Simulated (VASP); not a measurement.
All values below come from LDA (Ceperley-Alder, Perdew-Zunger), VASP's LDA PAW potentials (set 64) (plane waves; VASP).

The input files of a VASP run:

**POSCAR**
```
Pb
1
    0.0000000000     2.4438918429     2.4438918429
    2.4438918429     0.0000000000     2.4438918429
    2.4438918429     2.4438918429     0.0000000000
Pb
1
Direct
  0.0000000000   0.0000000000   0.0000000000
```

### INCAR
```
SYSTEM=Pb
PREC=Accurate; ENCUT=520; LREAL=.FALSE.
LASPH=.TRUE.
EDIFF=1E-7; NELM=100; ALGO=Normal
LMAXMIX=4
ISMEAR=-5
ISIF=2
LWAVE=.FALSE.; LCHARG=.TRUE.; LORBIT=11
NEDOS=601
```

KPOINTS:
```
Automatic mesh
0
Gamma
14 14 14
0 0 0
```

POTCAR, in this order: Pb_d (LDA.64 set). Program: vasp_std.

Output

OSZICAR:
```
       N       E                     dE             d eps       ncg     rms          rms(c)
DAV:   1     0.102274691449E+03    0.10227E+03   -0.73194E+03  2291   0.150E+03
DAV:   2     0.245770943465E+00   -0.10203E+03   -0.10023E+03  2357   0.327E+02
DAV:   3    -0.416862845290E+01   -0.44144E+01   -0.43900E+01  2748   0.799E+01
DAV:   4    -0.426694982438E+01   -0.98321E-01   -0.98248E-01  2783   0.129E+01
DAV:   5    -0.427133467373E+01   -0.43848E-02   -0.43828E-02  2823   0.246E+00    0.582E-01
DAV:   6    -0.425872048352E+01    0.12614E-01   -0.18138E-02  2812   0.262E+00    0.275E-01
DAV:   7    -0.425523379551E+01    0.34867E-02   -0.71403E-03  2717   0.154E+00    0.818E-02
DAV:   8    -0.425494866055E+01    0.28513E-03   -0.31556E-04  3159   0.371E-01    0.867E-03
DAV:   9    -0.425494634011E+01    0.23204E-05   -0.76432E-06  2948   0.545E-02    0.374E-03
DAV:  10    -0.425494673851E+01   -0.39840E-06   -0.20782E-07  2517   0.455E-03    0.122E-04
DAV:  11    -0.425494673485E+01    0.36605E-08   -0.73367E-09  1396   0.148E-03
   1 F= -.42549467E+01 E0= -.42549467E+01  d E =0.000000E+00
```

File OUTCAR:
```
------------------------ aborting loop because EDIFF is reached ----------------------------------------
  FORCE on cell =-STRESS in cart. coord.  units (eV):
  Direction    XX          YY          ZZ          XY          YZ          ZX
  --------------------------------------------------------------------------------------
  Total       -0.0173334     -0.0173334     -0.0173334      0.0000000      0.0000000      0.0000000
  in kB       -0.9513025     -0.9513025     -0.9513025      0.0000000      0.0000000      0.0000000
  external PRESSURE =      -0.9513025 kB  Pullay stress =       0.0000000 kB
  volume of cell :       29.19
      direct lattice vectors                 reciprocal lattice vectors
     0.000000000  2.443891843  2.443891843    -0.204591705  0.204591705  0.204591705
     2.443891843  0.000000000  2.443891843     0.204591705 -0.204591705  0.204591705
     2.443891843  2.443891843  0.000000000     0.204591705  0.204591705 -0.204591705
 POSITION                                       TOTAL-FORCE (eV/Angst)
 -----------------------------------------------------------------------------------
      0.00000      0.00000      0.00000         0.000000      0.000000      0.000000
 -----------------------------------------------------------------------------------
    total drift:                               -0.000000     -0.000000     -0.000000
  FREE ENERGIE OF THE ION-ELECTRON SYSTEM (eV)
  ---------------------------------------------------
  free  energy   TOTEN  =        -4.2549467349 eV

  energy  without entropy=       -4.2549467349  energy(sigma->0) =       -4.25494673

 total charge

# of ion       s       p       d       tot
------------------------------------------
    1        1.404   0.771   9.808  11.983
```
(Selected blocks of OUTCAR.)

For a metal the tetrahedron method with Blöchl corrections gives inexact stress and forces.

The compound is Pb in the fcc structure. It was relaxed first.
